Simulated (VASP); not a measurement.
The system is CuMo7.

```xyz
8
Lattice="3.1414 1.8137 4.8410 -3.1414 1.8137 4.8410 0.0000 -3.6274 4.8410" Properties=species:S:1:pos:R:3 pbc="T T T"
Cu    0.0000    0.0000    0.0000
Mo    0.0000    1.8137    4.8410
Mo   -1.5707   -0.9068    4.8410
Mo    1.5707   -0.9068    4.8410
Mo    0.0000   -1.8137    2.4205
Mo    1.5707    0.9068    2.4205
Mo   -1.5707    0.9068    2.4205
Mo    0.0000    0.0000    7.2614
```

The cell was built by a generator and needn't be a form met in nature.

```yaml
Program: VASP 6.6.1
Task: relaxation of cell and atoms
Functional: PBE
Potentials_or_basis: VASP PAW PBE potentials, release 64 (Cu, Mo_sv)
Cutoff: 520 eV
k_mesh: 4 × 4 × 4
Occupations: gaussian, width 0.15 eV
Spin: no spin polarisation
```

At the start: pressure -35.5 GPa; volume 20.69 Å³/atom.

Problem. How do energy, volume and symmetry change on relaxing?

Solution. Over 11 steps the energy falls by 738.6 meV/atom and the volume is 15.63 Å³/atom (-24.4 %); space group R-3m (No. 166, to 0.05 Å).

Step by step:
```tsv
step	energy change (eV)	largest force (eV/Å)	pressure (GPa)	volume (Å³)
1	0.0000	0.0000	-35.45	165.49
2	475.2636	0.0000	329.98	78.27
3	-1.9209	0.0000	-20.12	146.02
4	-4.9488	0.0000	-19.05	137.83
5	8.7819	0.0000	67.83	105.26
6	-3.4283	0.0000	-6.41	128.52
7	-5.6595	0.0000	-0.65	124.89
8	-5.8336	0.0000	0.77	124.15
9	-5.9008	0.0000	-2.48	125.34
10	-5.9008	0.0000	-2.25	125.31
11	-5.9091	0.0000	0.25	125.06
```

Final structure:
```xyz
8
Lattice="2.8480 1.6443 4.4510 -2.8480 1.6443 4.4510 0.0000 -3.2885 4.4510" Properties=species:S:1:pos:R:3 pbc="T T T"
Cu    0.0000    3.2885    8.9020
Mo    0.0000   -1.6443    8.9020
Mo    1.4240    0.8221    8.9020
Mo   -1.4240    0.8221    8.9020
Mo    2.8480    0.0000    6.6765
Mo    1.4240   -2.4664    6.6765
Mo    1.4240    2.4664    6.6765
Mo    0.0000    0.0000    6.6765
```

Caveat: the volume moved by over 15 % at a fixed basis, so the end points are rough.
